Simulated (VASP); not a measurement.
A snapshot from molecular dynamics of Se, step 61; the first frame, the perfect lattice, has an electronic free energy F (no ionic kinetic energy) of -3.447 eV/atom. The Γ point alone samples so small a cell crudely.

```xyz
54
Lattice="6.5550 -11.3536 0.0000 6.5550 11.3536 0.0000 0.0000 0.0000 9.9000" Properties=species:S:1:pos:R:3 pbc="T T T"
Se     1.0012     0.7722     3.1955
Se     3.6047     0.0034     9.8374
Se     7.0700    10.4100     1.6034
Se     1.0611     1.3959     8.4091
Se     3.7731    -0.4184     4.9830
Se     0.8769    -0.3983     6.8285
Se     9.0231    -6.4187     3.1690
Se     5.6146     3.9868     9.6718
Se     2.5366     3.5782     1.3592
Se     9.1633    -6.2076     7.9362
Se     5.7126     4.1502     4.8530
Se     2.7456     3.2513     6.4311
Se    11.3185    -2.9160     3.4805
Se     8.0433     7.3071     9.8752
Se     5.0443     6.6600     1.5302
Se     5.1180     8.6426     8.1625
Se     7.4734     7.6667     5.0160
Se     5.2561     6.7763     6.6521
Se     2.4442    -2.8398     3.2416
Se     5.2569    -4.2222     9.7939
Se     2.8571    -4.7089     1.8638
Se     2.7751    -2.8294     8.4218
Se     5.1215    -4.0558     4.7516
Se     9.1101     6.8611     6.4183
Se     5.0454     0.4788     3.3516
Se     7.3155    -0.0799     0.4264
Se     4.9153    -1.2361     1.6595
Se     5.1270     0.8213     8.1929
Se     7.5969    -0.0054     5.3273
Se     5.1158    -1.1353     6.8604
Se     7.1534     4.6651     3.2187
Se     9.8749     3.8070     0.3627
Se     6.6761     2.8452     1.5060
Se     7.4432     4.5220     8.2130
Se     9.9247     3.7219     4.6072
Se     7.1205     2.9539     6.4690
Se     5.2040    -7.1105     3.1761
Se     7.4241    -7.0930     9.4647
Se     5.1735    -8.7260     1.4803
Se     4.4227    -6.7919     8.1512
Se     7.7071    -7.7331     4.8524
Se    10.5985     2.7524     6.6218
Se     6.8867    -3.4477     3.2717
Se     9.9642    -4.0010     0.2461
Se     6.9453    -5.1277     1.5535
Se     6.7774    -3.5745     8.1880
Se    10.1303    -3.9046     5.0432
Se     6.4438    -5.2130     6.3061
Se     8.9496     0.8085     3.4754
Se    12.5260     0.3478     9.8418
Se     9.0087    -0.8724     1.8753
Se     8.6513     1.5048     8.7228
Se    12.7014     0.4664     5.0647
Se     9.1453    -0.0896     7.1355
```

These are PBE GGA, VASP's PBE PAW potentials (set 64) (plane waves; VASP 6.6.1) values and carry that method's errors. Settings: PREC = Normal, LREAL = Auto, ISYM = 0, EDIFF = 1E-5, 300 eV cut-off, 1×1×1 Γ-centred mesh, Fermi-Dirac smearing of 0.060 eV, potentials Se.

Problem. Give F per atom of this frame and the forces (eV/Å).

Solution. -3.361 eV/atom.
| atom | Fx | Fy | Fz |
|---|---|---|---|
| Se1 | 0.45 | 0.41 | -0.02 |
| Se2 | -0.40 | -0.08 | 0.67 |
| Se3 | 0.34 | -0.44 | -0.12 |
| Se4 | -0.15 | -0.02 | -0.24 |
| Se5 | -1.34 | -0.08 | 1.01 |
| Se6 | 0.36 | -0.84 | -0.22 |
| Se7 | 0.05 | 0.32 | 0.45 |
| Se8 | -0.43 | 0.14 | -0.05 |
| Se9 | 0.19 | -1.06 | -0.77 |
| Se10 | -0.25 | -0.19 | 0.30 |
| Se11 | -1.07 | -0.37 | 0.93 |
| Se12 | 1.01 | -0.45 | 0.69 |
| Se13 | 1.05 | 0.76 | -1.65 |
| Se14 | -1.02 | -0.33 | 0.70 |
| Se15 | 0.77 | -0.35 | 1.55 |
| Se16 | -0.38 | -0.69 | 0.33 |
| Se17 | -0.18 | 0.39 | -0.74 |
| Se18 | -0.14 | 0.07 | 1.01 |
| Se19 | 0.06 | 0.55 | 0.24 |
| Se20 | 0.00 | 0.23 | 0.69 |
| Se21 | 0.17 | -0.22 | -0.34 |
| Se22 | 0.39 | 0.04 | -1.14 |
| Se23 | -0.45 | 0.25 | -0.04 |
| Se24 | 0.62 | -0.29 | 1.04 |
| Se25 | 0.76 | 0.57 | -0.77 |
| Se26 | 0.07 | 0.12 | -0.75 |
| Se27 | 0.05 | -0.11 | -0.50 |
| Se28 | -0.02 | 0.28 | 0.34 |
| Se29 | -0.29 | -0.20 | -0.44 |
| Se30 | 0.34 | -0.41 | -0.44 |
| Se31 | 0.57 | 0.27 | -1.24 |
| Se32 | 0.15 | 0.00 | -0.78 |
| Se33 | 0.31 | 0.05 | 0.58 |
| Se34 | -0.11 | 0.97 | -0.12 |
| Se35 | -0.60 | 0.33 | 0.34 |
| Se36 | -0.22 | -0.35 | -0.13 |
| Se37 | 0.26 | 0.90 | 0.57 |
| Se38 | 0.69 | -0.04 | 0.36 |
| Se39 | -0.28 | -0.01 | -0.12 |
| Se40 | 0.32 | 0.57 | 0.65 |
| Se41 | -0.68 | 0.08 | -0.71 |
| Se42 | 0.50 | -0.65 | 0.17 |
| Se43 | 0.22 | 0.66 | -0.16 |
| Se44 | -0.56 | 1.07 | -1.83 |
| Se45 | -0.19 | 0.42 | -0.09 |
| Se46 | 0.31 | 0.19 | -0.80 |
| Se47 | -1.15 | -0.62 | 1.03 |
| Se48 | 0.36 | -0.01 | 0.78 |
| Se49 | 0.39 | 0.67 | 0.44 |
| Se50 | -0.58 | -0.23 | -0.36 |
| Se51 | 0.07 | -0.50 | -0.23 |
| Se52 | -0.24 | -0.48 | 0.45 |
| Se53 | -0.70 | 0.03 | -0.10 |
| Se54 | 0.60 | -1.33 | -0.39 |

The cell is a supercell, built from Se (trig). Its lattice is the typed one, not relaxed at this level.
